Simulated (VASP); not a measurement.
# CdSe: GW quasiparticle gap, part 6 of 6

Wanted: how far GW moves the Kohn-Sham levels of CdSe. The cell is of the zinc-blende type, one of the forms listed for this formula, which need not be the common one. The start is a computed cell from the Materials Project.

VASP 6.6.1, plane waves and PAW; the level of theory is named at each step.

So far, quasiparticle gap on the mesh (eV): step 4 (evGW0, evGW0 on PBE) 1.44; step 5 (evGW, evGW on PBE) 1.61. Also gap on the k-mesh (eV): step 3 (empty bands) 0.533; step 7 (orbitals for another starting point) 0.533.

### Step 8. Another starting point

This step: HSE06; plane waves and PAW (Cd_GW, Se_GW) (VASP 6.6.1).

To see how much the result owes to its start, the ground state is made again with HSE06. A small SIGMA keeps every occupation at zero or full.

File INCAR:

```
SYSTEM = CdSe
PREC = Accurate
ENCUT = 300
EDIFF = 1E-08
NELM = 100
ISMEAR = 0
SIGMA = 0.01
LREAL = .FALSE.
ALGO = Normal
LHFCALC = .TRUE.
AEXX = 0.25
GGA = PE
HFSCREEN = 0.2
LASPH = .TRUE.
NBANDS = 15
PRECFOCK = Fast
LORBIT = 11
LWAVE = .TRUE.
LCHARG = .FALSE.
KPAR = 4
```

File POSCAR:

```
CdSe
1.0
    0.0000000000      3.0702711986      3.0702711986
    3.0702711986      0.0000000000      3.0702711986
    3.0702711986      3.0702711986      0.0000000000
Cd Se
1 1
Direct
    0.0000000000      0.0000000000      0.0000000000
    0.2500000000      0.2500000000      0.2500000000
```

File KPOINTS:

```
Automatic mesh
0
Gamma
6 6 6
0 0 0
```

Potentials, in the order of the species: Cd_GW and Se_GW (PBE family, release 64).

The run starts from files that an earlier step left in the folder.

The run is started by

```console
$ mpirun -np 4 vasp_std
```

The log of the run:

```text
[banner, memory and clock lines left out]
running    4 mpi-ranks, on    1 nodes
 distrk:  each k-point on    1 cores,    4 groups
 distr:  one band on    1 cores,    1 groups

 POSCAR found type information on POSCAR CdSe
 POSCAR found :  2 types and       2 ions
 LDA part: xc-table for (Slater+PW92), standard interpolation
 found WAVECAR, reading the header
 POSCAR, INCAR and KPOINTS ok, starting setup
 FFT: planning ... GRIDC
 FFT: planning ... GRID_SOFT
 FFT: planning ... GRID
 reading WAVECAR
 the WAVECAR file was read successfully
 initial charge from wavefunction
 entering main loop
       N       E                     dE             d eps       ncg     rms          rms(c)
DAV:   1    -0.685693949498E+01   -0.68569E+01   -0.31140E-01   655   0.577E+00    0.111E+00
DAV:   2    -0.686099174735E+01   -0.40523E-02   -0.30902E-02   697   0.201E+00    0.411E-01
DAV:   3    -0.685969049768E+01    0.13012E-02   -0.24246E-03   722   0.547E-01    0.174E-01
DAV:   4    -0.685940429874E+01    0.28620E-03   -0.40357E-04   676   0.189E-01    0.903E-02
DAV:   5    -0.685934584557E+01    0.58453E-04   -0.78226E-05   642   0.753E-02    0.538E-02
DAV:   6    -0.685932584992E+01    0.19996E-04   -0.10259E-05   700   0.306E-02    0.335E-02
DAV:   7    -0.685931830026E+01    0.75497E-05   -0.31760E-06   594   0.147E-02    0.210E-02
DAV:   8    -0.685931604193E+01    0.22583E-05   -0.16516E-06   689   0.966E-03    0.130E-02
DAV:   9    -0.685931542065E+01    0.62128E-06   -0.57357E-07   594   0.546E-03    0.813E-03
DAV:  10    -0.685931532994E+01    0.90712E-07   -0.23434E-07   690   0.366E-03    0.510E-03
DAV:  11    -0.685931533246E+01   -0.25184E-08   -0.92636E-08   623   0.223E-03
   1 F= -.68593153E+01 E0= -.68593153E+01  d E =-.154931E-38
 writing wavefunctions
```

Elapsed: 3.9 min, on 4 MPI ranks of Intel Xeon Platinum 8488C (Sapphire Rapids), shared host; peak memory 1 GiB; 16 min of CPU time.

Parts of OUTCAR (step 8):

```text
   k-points           NKPTS =     16   k-points in BZ     NKDIM =    216   number of bands    NBANDS=     15

   NELECT =      18.0000    total number of electrons

  exchange ACFDT corr.  =         0.00000000  see jH, gK, PRB 81, 115126

 E-fermi :   1.3527

 k-point     1 :       0.0000    0.0000    0.0000
  band No.  band energies     occupation
    ...
      5      -7.4522      2.00000
      6      -7.4522      2.00000
      7       1.2633      2.00000
      8       1.2633      2.00000
      9       1.2633      2.00000
     10       2.7289      0.00000
     11       8.2463      0.00000
     12       8.2463      0.00000
     13       8.2463      0.00000
     14      12.1302      0.00000
    ...

 POSITION                                       TOTAL-FORCE (eV/Angst)
 -----------------------------------------------------------------------------------
      0.00000      0.00000      0.00000        -0.000000     -0.000000      0.000000
      1.53514      1.53514      1.53514         0.000000      0.000000     -0.000000
 -----------------------------------------------------------------------------------
    total drift:                                0.000004      0.000006      0.000004

  FREE ENERGIE OF THE ION-ELECTRON SYSTEM (eV)
  ---------------------------------------------------
  free  energy   TOTEN  =        -6.8593153325 eV

  energy  without entropy=       -6.8593153325  energy(sigma->0) =       -6.85931533

[... 7 parts as in an earlier step ...]

[... 9 further parts left out ...]
```

The PAW data sets were made with PBE, which is usual practice but a small mismatch for other functionals.

This step gave:

```yaml
free_energy_toten: -6.859 eV
fermi_energy: 1.353 eV
gap_on_the_k_mesh: 1.466 eV
least_direct_gap_on_the_k_mesh: 1.466 eV
```

### Step 9. Empty bands

ALGO = Exact makes the empty bands from the converged ground state in one step. LOPTICS writes the k-derivatives of the orbitals (WAVEDER), which give the long-wavelength limit of the screening.

File INCAR:

```
SYSTEM = CdSe
PREC = Accurate
ENCUT = 300
ISMEAR = 0
SIGMA = 0.01
LREAL = .FALSE.
LHFCALC = .TRUE.
AEXX = 0.25
GGA = PE
HFSCREEN = 0.2
LASPH = .TRUE.
NBANDS = 320
PRECFOCK = Fast
ALGO = Exact
NELM = 1
LWAVE = .TRUE.
LCHARG = .FALSE.
LOPTICS = .TRUE.
NEDOS = 1000
CSHIFT = 0.1
```

POSCAR is that of step 8.

KPOINTS is that of step 8.

The run starts from files that an earlier step left in the folder.

The run is started by

```console
$ mpirun -np 4 vasp_std
```

The log of the run:

```text
[... set-up lines as in an earlier step ...]
 entering main loop
       N       E                     dE             d eps       ncg     rms          rms(c)
```

Wall time 12 min (4 MPI ranks).

The run was cut off at its time limit.

More ranks or a longer limit might have been enough; this was not tried.

### Step 10. Summary

This step: GW series: evGW0 on PBE, evGW on PBE; plane waves and PAW (VASP 6.6.1).

Derived from the runs above.

Cost is wall time times ranks on a shared host, with the step that makes the empty bands. GW runs:

| level | bands | ENCUTGW (eV) | NOMEGA | k mesh | starting gap (eV) | quasiparticle gap (eV) | direct gap (eV) | cost (core minutes) |
| --- | --- | --- | --- | --- | --- | --- | --- | --- |
| evGW0 on PBE | 320 | 180 | 48 | 6x6x6 | 0.5332 | 1.443 | 1.443 | 290.2 |
| evGW on PBE | 320 | 180 | 48 | 6x6x6 | 0.5332 | 1.615 | 1.615 | 295 |

### Step 11. Results

```json
{"evGW0 on PBE, 320 bands, ENCUTGW 180 eV, NOMEGA 48, mesh 6×6×6": "0.533 → 1.443 eV", "evGW on PBE, 320 bands, ENCUTGW 180 eV, NOMEGA 48, mesh 6×6×6": "0.533 → 1.615 eV"}
```

**Reading.** evGW0 gives a quasiparticle gap of 1.443 eV on the mesh, 0.91 eV over the PBE gap on the same mesh. On mesh and path the starting valence top lies at Γ and the conduction bottom at Γ, so the starting gap is direct. Both points lie on the GW mesh. Over the final values of the levels run here the gap spans 1.44 to 1.61 eV. In evGW0 the first pass, which is the one-shot result, gives 1.266 eV and pass 4 gives 1.443 eV; the last pass changed the gap by +8 meV, so the loop is converged. In evGW the first pass, which is the one-shot result, gives 1.266 eV and pass 4 gives 1.615 eV; the last pass changed the gap by +28 meV, so more passes would move it further. Bands, response cutoff and mesh weren't tested for convergence. The QPGW0 run ended without a result (timeout). The empty bands run ended without a result (timeout). In Cd_GW the d shell is in the valence without all the semicore s and p states of the same shell; those stay frozen in the core, and how far that moves the GW gap wasn't tested here. Spin-orbit coupling is left out; with Cd and Se in the cell it can split or shift band edges, by an amount that depends on which atoms form them and isn't tested here. Not tabulated here, as repeats of values shown or as unfit to read for their mesh, reference level or band range: eps2 curves (empty bands); eps1 curves and static values (empty bands).

[Lines on the potential files, build, host, timing and source positions are cut from VASP's logs without a mark.]

[Logs are printed without paths, hosts, clocks, repeated set-up lines and the standing remarks that a program may print on its own settings, such as how far it seeks lower states.]

[Hosts, paths, dates, database ids (printed as entryN), source tags and the programs' standing remarks are cut or masked in the printed files.]

[Pressures printed for these runs are not shown converged in the cutoff: they can be off by several GPa and have the wrong sign.]

[In band tables of VASP the shares of atoms and orbitals are scaled to a sum of 1 inside the atoms' spheres.]
